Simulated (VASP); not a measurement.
An input for Ansatz (written as the equivalent of a VASP run, and not itself run):

Ansatz 0.2 input:
```yaml
crystal:
  lattice:
    - [0.0000000, 2.1735392, 2.1735392]
    - [2.1735392, 0.0000000, 2.1735392]
    - [2.1735392, 2.1735392, 0.0000000]
  atoms:
    - { symbol: Hf, position: [1.0000000, 1.0000000, 1.0000000] }
    - { symbol: N, position: [0.5000000, 0.5000000, 0.5000000] }
kpoints:
  mp_grid: { grid: [14, 14, 14] }
hamiltonian:
  xc: pbe
  pseudopotentials: { kind: paw }
scf:
  occupations: { method: methfessel_paxton, width: 0.1 }
  max_iter: 100
relax:
  max_steps: 40
  f_tol: 0.02
  cell: { p_target: 45 }
output: { forces: true, stress: true, eigenvalues: true }
```

Question: Translate this input to VASP (INCAR, KPOINTS, POSCAR, choice of POTCAR).

Answer: Several could match; the one computed here: 
KPOINTS:
```
K-points
0
G
14 14 14
0 0 0
```

INCAR:
```
LREAL = .False.   ! projection in real space or not
ISIF = 3   ! ions, shape and volume
LWAVE = .False.
ALGO = Normal
SIGMA = 0.1
SYSTEM = HfN
PSTRESS = 450   ! kbar
LASPH = .True.
GGA = PE   ! PBE
EDIFFG = -0.02   ! ionic stop
ENCUT = 620   ! plane-wave cut-off (eV)
LMAXMIX = 6   ! l cut-off of mixed one-centre charges
PREC = Accurate
NELM = 100   ! most electronic steps
IBRION = 2   ! conjugate gradients
LCHARG = .False.
ISMEAR = 1   ! Methfessel-Paxton
NSW = 40
EDIFF = 1E-6   ! SCF stop (eV)
```

File POSCAR:
```
HfN
1
    0.0000000000     2.1735391921     2.1735391921
    2.1735391921     0.0000000000     2.1735391921
    2.1735391921     2.1735391921     0.0000000000
Hf N
1 1
Direct
  1.0000000000   1.0000000000   1.0000000000
  0.5000000000   0.5000000000   0.5000000000
```

POTCAR, in this order: Hf_pv N (PBE.64 set). Program: vasp_std.

The two are equivalent in intent, not identical: each code has its own PAW files, so the cut-off isn't converted (ENCUT is set for VASP's; basis.ecutwfc is left out, and Ansatz then takes the one that its files recommend); Ansatz stops its SCF on the density residual and VASP on the energy change (EDIFF).

The compound is HfN in the rock salt structure. It was relaxed first under an external pressure of 45 GPa.
